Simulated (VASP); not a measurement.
Consider the following.

```yaml
crystal:
  lattice:
    - [0.00000, 3.00000, 3.00000]
    - [3.00000, 0.00000, 3.00000]
    - [3.00000, 3.00000, 0.00000]
  atoms:
    - { symbol: Al, position: [0.25000, 0.25000, 0.25000] }
    - { symbol: Al, position: [0.75000, 0.75000, 0.75000] }
    - { symbol: Au, position: [0.00000, 0.00000, 0.00000] }
```

The numbers are results of AM05 GGA, VASP's PBE PAW potentials (set 64) (plane waves; VASP), not measurements. Run with 400 eV cut-off, 8×8×8 Γ-centred mesh, first-order Methfessel-Paxton smearing of 0.10 eV, potentials Al Au.

Unless said otherwise, spin-orbit coupling is left out, though it shifts the bands of the heavy elements here.

### Question
What does the run give for the energy per atom (σ→0), band gap (on the k-mesh) with the smallest direct gap where there is one?

### Answer

The band gap (on the k-mesh) is none (metal, semimetal or under 0.01 eV) and the energy per atom (σ→0) is -4.289 eV/atom.

Only differences to runs with the same potentials and settings are physical.

The compound is AuAl2 in the fluorite structure. The cell was not relaxed at this level. The run is one of a series of settings (GGA = AM against the base run), some of them coarse on purpose. The electron count is odd and the run is not spin-polarised, which forces a metal.
